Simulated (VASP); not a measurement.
# TePt with r2SCAN: from relaxation to properties, part 2 of 2

What structure and properties does r2SCAN give TePt, and how near are they to the measured ones? The start is a cell from a database of measured crystal structures.

VASP 6.6.1; r2SCAN; plane waves and PAW (Te, Pt).

So far. Step 4 (Density, ELF and potential (r2SCAN)): In this run the pressure is 0.04 GPa, small enough to go on. Step 5 (Bands along the symmetry lines (r2SCAN)): There is no gap at this level. The relaxed cell has a = 3.987, c = 20.564 Å (conventional setting).

The database entry behind the starting cell differs from later determinations by our own check (c about 0.8 % long), so it need not match the best structure at ambient conditions.

**6. Total and projected DOS (r2SCAN)**

A density of states needs more k-points than a total energy; ISMEAR = -5 takes tetrahedra, and LORBIT projects the states on the PAW spheres. The mesh is finer than in the run before.

Input file INCAR:

```
SYSTEM = TePt
PREC = Accurate
ENCUT = 400
EDIFF = 1E-06
NELM = 100
ISMEAR = -5
SIGMA = 0.05
LREAL = .FALSE.
ALGO = Normal
METAGGA = R2SCAN
LASPH = .TRUE.
NBANDS = 30
LORBIT = 11
LWAVE = .FALSE.
LCHARG = .FALSE.
KPAR = 4
NEDOS = 2001
```

Input file POSCAR:

```
TePt
1.0
    1.9936112994      1.1510120204      6.8547338683
   -1.9936112994      1.1510120204      6.8547338683
    0.0000000000     -2.3020240408      6.8547338683
Te Pt
2 2
Direct
    0.5954934321      0.5954934321      0.5954934321
    0.4045065679      0.4045065679      0.4045065679
    0.8692535297      0.8692535297      0.8692535297
    0.1307464703      0.1307464703      0.1307464703
```

Input file KPOINTS:

```
Automatic mesh
0
Gamma
8 8 8
0 0 0
```

PAW data sets: Te and Pt (PBE family, release 64).

Started as:

```bash
> mpirun -np 4 vasp_std
```

It took 2.3 min on 4 MPI ranks of Intel Xeon 6975P-C (Granite Rapids), shared host; peak memory 1.6 GiB; 9 min of CPU time.

With tetrahedra the forces and stress of a metal are not exact derivatives of the energy.

Numbers from this step:

- irreducible k-points: 65
- free energy (TOTEN): -155.3964 eV
- Fermi energy: 7.691 eV
- pressure: 0.04819 GPa
- DOS at the Fermi level: 2.029 states/eV/cell

The density of states has structure finer than the step of the table below, so its rows give means over 0.5 eV, whole bins alone (the curve runs from -12.0 to 5.22 eV). Peaks (eV: height): total -5.14: 7.83, -2.58: 16.6, -2.06: 7.88, -1.74: 8.01; Pt d -2.71: 5.16, -2.58: 13.2, -2.06: 5.99, -1.74: 5.59; Te p -6.38: 0.980, -5.83: 1.03, -5.14: 1.20, -4.47: 0.928; Pt p -3.70: 0.290, -2.58: 0.262, -0.90: 0.293, 5.07: 0.330; Pt s -6.38: 1.46, -5.83: 0.435, 3.39: 0.410, 5.07: 0.661.

States under -12.0 eV and over 5.2 eV are left out. Table of density of states by energy, zero at the Fermi level; means over each step; values in states/eV/cell:

```
energy (eV)  total    Pt d     Te p    Pt p     Pt s     Te s     Te d
      -11.5   1.11  0.0850  0.00428  0.0292   0.0169    0.739   2.0e-4
      -11.0      0       0        0       0        0        0        0
      -10.5      0       0        0       0        0        0        0
      -10.0      0       0        0       0        0        0        0
       -9.5      0       0        0       0        0        0        0
       -9.0      0       0        0       0        0        0        0
       -8.5      0       0        0       0        0        0        0
       -8.0      0       0        0       0        0        0        0
       -7.5      0       0        0       0        0        0        0
       -7.0      0       0        0       0        0        0        0
       -6.5   2.94   0.473    0.554  0.0709    0.798   0.0655   0.0133
       -6.0   3.56    1.29    0.666  0.0654    0.398   0.0567   0.0133
       -5.5   3.44    1.98    0.564  0.0553    0.103   0.0291   0.0157
       -5.0   5.74    3.26    0.872   0.156    0.180   0.0417   0.0330
       -4.5   4.93    2.89    0.671   0.147    0.156   0.0572   0.0309
       -4.0   4.46    2.74    0.499   0.195    0.120   0.0357   0.0293
       -3.5   5.17    3.26    0.620   0.193   0.0640   0.0576   0.0337
       -3.0   3.33    2.36    0.279  0.0982   0.0377   0.0235   0.0207
       -2.5   6.47    4.93    0.391   0.128    0.128   0.0249   0.0417
       -2.0   6.07    4.55    0.361   0.137    0.151   0.0675   0.0452
       -1.5   3.87    2.15    0.549   0.218    0.127   0.0589   0.0231
       -1.0   2.52   0.909    0.591   0.272   0.0458   0.0290   0.0132
       -0.5   2.05   0.655    0.548   0.233   0.0274   0.0244   0.0121
        0.0   1.99   0.556    0.594   0.227   0.0208   0.0245   0.0134
        0.5   1.48   0.384    0.488   0.160   0.0136   0.0177  0.00996
        1.0   1.05   0.284    0.357  0.0955  0.00948   0.0146  0.00762
        1.5   1.52   0.702    0.347  0.0497   0.0188   0.0392   0.0176
        2.0   2.46    1.08    0.660  0.0510   0.0263   0.0371   0.0319
        2.5   1.27   0.416    0.283  0.0495    0.103   0.0221   0.0356
        3.0   1.51   0.325    0.278  0.0990    0.229   0.0353   0.0563
        3.5   1.69   0.349    0.351   0.112    0.264   0.0349   0.0587
        4.0  0.346  0.0647   0.0598  0.0222   0.0616  0.00416   0.0189
        4.5  0.869   0.139    0.109  0.0561    0.173   0.0315   0.0617
```

The finer mesh and the other smearing move the Fermi level by -0.01 eV from the 6×6×6 run, a small shift, which tests the Fermi level alone. Of the states within 0.3 eV of the Fermi level, the largest shares in the PAW spheres are Te p 30 %, Pt d 28 % and Pt p 11 %. The rest lies in smaller channels or between the spheres.

**7. Zone-centre phonons (r2SCAN)**

Zone-centre modes test whether the atoms sit at a minimum within this cell. IBRION = 6 takes the force constants from differences of forces between displaced cells, so the forces must be tight.

Input file INCAR:

```
SYSTEM = TePt
PREC = Accurate
ENCUT = 400
EDIFF = 1E-08
NELM = 100
ISMEAR = 1
SIGMA = 0.2
LREAL = .FALSE.
ALGO = Normal
METAGGA = R2SCAN
LASPH = .TRUE.
NBANDS = 22
LORBIT = 11
LWAVE = .FALSE.
LCHARG = .FALSE.
KPAR = 4
IBRION = 6
NFREE = 2
POTIM = 0.015
ISIF = 2
NSW = 1
```

POSCAR is that of step 6.

Input file KPOINTS:

```
Automatic mesh
0
Gamma
11 11 11
0 0 0
```

Started as:

```bash
> mpirun -np 4 vasp_std
```

Run time: 58 min. Hardware: 4 MPI ranks; peak memory 6 GiB.

The last energy, forces, stress and levels in OUTCAR belong to the last displaced cell, not to the cell of POSCAR.

This step gave:

```
bands                     : 22
irreducible k-points      : 146
pressure of the cell      : -0.04808 GPa
largest force of the cell : 0.04666 eV/Å
```

Modes at Γ, with each element's share of the kinetic energy:

| mode | frequency (cm⁻¹) | symmetry | Te % | Pt % |
| --- | --- | --- | --- | --- |
| 1 | -0.1 | acoustic | 40 | 60 |
| 2 | -0.1 | acoustic | 40 | 60 |
| 3 | 0.0 | acoustic | 40 | 60 |
| 4 | 87.5 | Eg | 63 | 37 |
| 5 | 87.5 | Eg | 63 | 37 |
| 6 | 114.3 | A1g | 47 | 53 |
| 7 | 147.5 | A2u | 60 | 40 |
| 8 | 155.1 | Eu | 60 | 40 |
| 9 | 155.1 | Eu | 60 | 40 |
| 10 | 170.0 | A1g | 53 | 47 |
| 11 | 175.2 | Eg | 37 | 63 |
| 12 | 175.2 | Eg | 37 | 63 |

Displacements in mode 4 (87.5 cm⁻¹), the largest set to 1:
```
Te1  1.00  0.00  0.00
Te2 -1.00  0.00  0.00
Pt3  0.62  0.00  0.00
Pt4 -0.62  0.00  0.00
```

Displacements in mode 8 (155.1 cm⁻¹), the largest set to 1:
```
Te1  1.00  0.00  0.00
Te2  1.00  0.00  0.00
Pt3 -0.65  0.00  0.00
Pt4 -0.65  0.00  0.00
```

The three acoustic modes lie within 0.1 cm⁻¹ of zero, and all others are real. By the characters of their eigenvectors the optical modes sort into (cm⁻¹) Raman active: Eg 87, A1g 114, A1g 170, Eg 175; infrared active: A2u 147, Eu 155. With a centre of inversion no mode is active in both.

**8. Electric field gradients (r2SCAN)**

Field gradients probe how far the charge around each nucleus departs from cubic symmetry; LASPH keeps the non-spherical terms inside the spheres.

Input file INCAR:

```
SYSTEM = TePt
PREC = Accurate
ENCUT = 400
EDIFF = 1E-07
NELM = 100
ISMEAR = 0
SIGMA = 0.05
LREAL = .FALSE.
ALGO = Normal
METAGGA = R2SCAN
LASPH = .TRUE.
NBANDS = 22
LORBIT = 11
LWAVE = .FALSE.
LCHARG = .FALSE.
KPAR = 4
LEFG = .TRUE.
```

POSCAR is that of step 7.

Input file KPOINTS:

```
Automatic mesh
0
Gamma
6 6 6
0 0 0
```

Started as:

```bash
> mpirun -np 4 vasp_std
```

Elapsed: 64 s, on 4 MPI ranks; peak memory 1.4 GiB.

Numbers from this step:

| Item | Value |
| --- | --- |
| SCF cycles | 15 |
| irreducible k-points | 32 |
| free energy (TOTEN) | -155.3919 eV |
| Fermi energy | 7.704 eV |
| pressure | 0.005676 GPa |

Electric field gradients, by row:

| atom | Vxx (V/Å²) | Vyy (V/Å²) | Vzz (V/Å²) | asymmetry |
| --- | --- | --- | --- | --- |
| Te1 | 41.64 | 41.64 | -83.28 | 0 |
| Te2 | 41.64 | 41.64 | -83.28 | 0 |
| Pt3 | -51.7 | -51.7 | 103.4 | 0 |
| Pt4 | -51.7 | -51.7 | 103.4 | 0 |

The largest gradient, 103.39 V/Å², sits on Pt3 and like sites; the stable nuclei of Pt have no quadrupole moment in their ground state, so NMR and NQR don't see it.

**9. Results**

```yaml
relaxed_volume: 23.59 Å³/atom
relaxed_conventional_cell_a_b_c: 3.987, 3.987, 20.564 Å; angles 90.0, 90.0, 120.0°
space_group_after_relaxing_within_0p02_a: R-3m (No. 166)
band_gap: none, a metal
dos_at_the_fermi_level: 2.03 states/eV/cell
highest_zone_centre_mode: 175 cm⁻¹
largest_field_gradient_vzz: 103.39 V/Å² on Pt3
```

**Reading.** With r2SCAN, TePt relaxes to 23.59 Å³/atom in space group R-3m (held by the symmetry of the run) and comes out as a metal. Against the listed cell the volume lies +4.2 % (a +0.6 %, c +2.9 %). Bands along the symmetry lines (r2SCAN): Of the bands kept, 4 cross the Fermi level on this path. Zone-centre phonons (r2SCAN): The highest mode in this list at Γ, 175.2 cm⁻¹, has its largest share on Pt (63 % of the kinetic energy). Spin-orbit coupling is left out, and with elements this heavy it would split and shift bands near the Fermi level. The k-sampling is coarse for a metal, so the Fermi level, pressures and the shape of the cell carry errors. Modes at Γ alone can't show that the crystal is stable at other wave vectors. The bonds form layers, and without a dispersion term the spacing between them, and what depends on it, is unreliable. No search among competing phases was made, and a listed structure need not be the one stable at ambient conditions. All values are for a static lattice at zero temperature.

Computed beside measured:

```
              quantity  measured           r2SCAN
lattice constant a (Å)    3.9612   3.987 (+0.7 %)
lattice constant c (Å)    19.815  20.564 (+3.8 %)
```

Measured values from arxiv:2203.06655 (2022).

How well it matches: The lattice constant a is off by +0.7 %: good agreement. The lattice constant c is off by +3.8 %: a clear miss. The grades are ours: good and fair within 0.7 and 1.5 % for the lattice constant a and 0.8 and 2 % for the lattice constant c. Zero-point motion and thermal expansion (measured at up to 200 K) are not in the computed lattice constants. As a rule both would widen the computed cell, so the excess over experiment is if anything larger than shown.

[Lines on the potential files, build, host, timing and source positions are cut from VASP's logs without a mark.]

[Logs are printed without paths, hosts, clocks, repeated set-up lines and the standing remarks that a program may print on its own settings, such as how far it seeks lower states.]

[Hosts, paths, dates, database ids (printed as entryN), source tags and the programs' standing remarks are cut or masked in the printed files.]

[A measured line is paired with the nearest computed mode of its activity, which favours agreement.]
